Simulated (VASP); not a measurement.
Computed with revPBE GGA, VASP's PBE PAW potentials (set 64) (plane waves; VASP).

A VASP calculation is set up with these files.

### POSCAR
```
Si
1
    0.0000000000     2.7448890788     2.7448890788
    2.7448890788    -0.0000000000     2.7448890788
    2.7448890788     2.7448890788     0.0000000000
Si
2
Direct
  0.0000000000   0.0000000000   0.0000000000
  0.2500000000   0.2500000000   0.2500000000
```

### INCAR
```
# general
SYSTEM = Si
PREC   = Accurate
ENCUT  = 520   # plane-wave cut-off (eV)
LREAL  = .FALSE.   # projection in real space or not
LASPH  = .TRUE.   # aspherical one-centre terms

# electronic loop
EDIFF  = 1E-6
NELM   = 100   # most electronic steps
ALGO   = Normal

# smearing
ISMEAR = 0
SIGMA  = 0.05   # width (eV)

# functional
GGA    = RE

# ions
IBRION = 2
NSW    = 60
ISIF   = 3   # ions, shape and volume
EDIFFG = -0.01   # ionic stop

# output
LWAVE  = .FALSE.
LCHARG = .FALSE.
```

**KPOINTS**
```
Automatic mesh
0
Gamma
8 8 8
0 0 0
```

POTCAR, in this order: Si (PBE.64 set). Program: vasp_std.

The run wrote:

**OUTCAR**
```
 ion  position               nearest neighbor table
   1  0.000  0.000  0.000-   2 2.38   2 2.38   2 2.38   2 2.38
   2  0.250  0.250  0.250-   1 2.38   1 2.38   1 2.38   1 2.38
  LATTYP: Found a face centered cubic cell.
 ALAT       =     5.4897781576
 Subroutine PRICEL returns:
 Original cell was already a primitive cell.
 Subroutine GETGRP returns: Found 48 space group operations
The static configuration has the point symmetry T_d .
 The point group associated with its full space group is O_h .
The dynamic configuration has the point symmetry T_d .
 Subroutine INISYM returns: Found 48 space group operations
 Subroutine IBZKPT returns following result:
 Found     29 irreducible k-points:

 Following reciprocal coordinates:
            Coordinates               Weight
  0.000000  0.000000  0.000000      1.000000
  0.125000  0.000000  0.000000      8.000000
  0.250000  0.000000  0.000000      8.000000
  0.375000  0.000000  0.000000      8.000000
  0.500000  0.000000  0.000000      4.000000
  0.125000  0.125000  0.000000      6.000000
  0.250000  0.125000  0.000000     24.000000
  0.375000  0.125000  0.000000     24.000000
  0.500000  0.125000  0.000000     24.000000
 -0.375000  0.125000  0.000000     24.000000
 -0.250000  0.125000  0.000000     24.000000
 -0.125000  0.125000  0.000000     12.000000
  0.250000  0.250000  0.000000      6.000000
  0.375000  0.250000  0.000000     24.000000
  0.500000  0.250000  0.000000     24.000000
 -0.375000  0.250000  0.000000     24.000000
 -0.250000  0.250000  0.000000     12.000000
  0.375000  0.375000  0.000000      6.000000
  0.500000  0.375000  0.000000     24.000000
 -0.375000  0.375000  0.000000     12.000000
  0.500000  0.500000  0.000000      3.000000
  0.375000  0.250000  0.125000     24.000000
  0.500000  0.250000  0.125000     48.000000
...
```

OSZICAR:
```
       N       E                     dE             d eps       ncg     rms          rms(c)
DAV:   1     0.820604752232E+01    0.82060E+01   -0.31889E+03   464   0.763E+02
DAV:   2    -0.102660377540E+02   -0.18472E+02   -0.17958E+02   688   0.807E+01
DAV:   3    -0.105607419311E+02   -0.29470E+00   -0.29470E+00   664   0.125E+01
DAV:   4    -0.105616721514E+02   -0.93022E-03   -0.93022E-03   712   0.792E-01
DAV:   5    -0.105616742837E+02   -0.21323E-05   -0.21321E-05   656   0.292E-02    0.535E+00
DAV:   6    -0.104680409985E+02    0.93633E-01   -0.59357E-02   576   0.133E+00    0.326E+00
DAV:   7    -0.104258298005E+02    0.42211E-01   -0.11917E-01   592   0.208E+00    0.156E-01
DAV:   8    -0.104275638516E+02   -0.17341E-02   -0.37192E-03   560   0.462E-01    0.909E-02
DAV:   9    -0.104281276937E+02   -0.56384E-03   -0.80478E-04   536   0.204E-01    0.503E-02
DAV:  10    -0.104281632104E+02   -0.35517E-04   -0.38701E-05   640   0.502E-02    0.103E-02
DAV:  11    -0.104281692096E+02   -0.59992E-05   -0.10972E-05   560   0.249E-02    0.678E-03
DAV:  12    -0.104281692448E+02   -0.35227E-07   -0.65523E-07   536   0.721E-03
   1 F= -.10428169E+02 E0= -.10428169E+02  d E =-.104282E+02
```

### OUTCAR
```
------------------------ aborting loop because EDIFF is reached ----------------------------------------
  FORCE on cell =-STRESS in cart. coord.  units (eV):
  Direction    XX          YY          ZZ          XY          YZ          ZX
  --------------------------------------------------------------------------------------
  Total        0.0019404      0.0019404      0.0019404      0.0000000      0.0000000      0.0000000
  in kB        0.0751634      0.0751634      0.0751634      0.0000000      0.0000000      0.0000000
  external PRESSURE =       0.0751634 kB  Pullay stress =       0.0000000 kB
  volume of cell :       41.36
      direct lattice vectors                 reciprocal lattice vectors
     0.000000000  2.744889079  2.744889079    -0.182156723  0.182156723  0.182156723
     2.744889079  0.000000000  2.744889079     0.182156723 -0.182156723  0.182156723
     2.744889079  2.744889079  0.000000000     0.182156723  0.182156723 -0.182156723
 POSITION                                       TOTAL-FORCE (eV/Angst)
 -----------------------------------------------------------------------------------
      0.00000      0.00000      0.00000        -0.000000     -0.000000     -0.000000
      1.37244      1.37244      1.37244         0.000000      0.000000      0.000000
 -----------------------------------------------------------------------------------
    total drift:                               -0.000000     -0.000000     -0.000000
  FREE ENERGIE OF THE ION-ELECTRON SYSTEM (eV)
  ---------------------------------------------------
  free  energy   TOTEN  =       -10.4281692448 eV

  energy  without entropy=      -10.4281692448  energy(sigma->0) =      -10.42816924

 reached required accuracy - stopping structural energy minimisation
```
(Selected blocks of OUTCAR.)

The compound is Si in the diamond structure. It was relaxed first. The start is the result of an earlier pass.
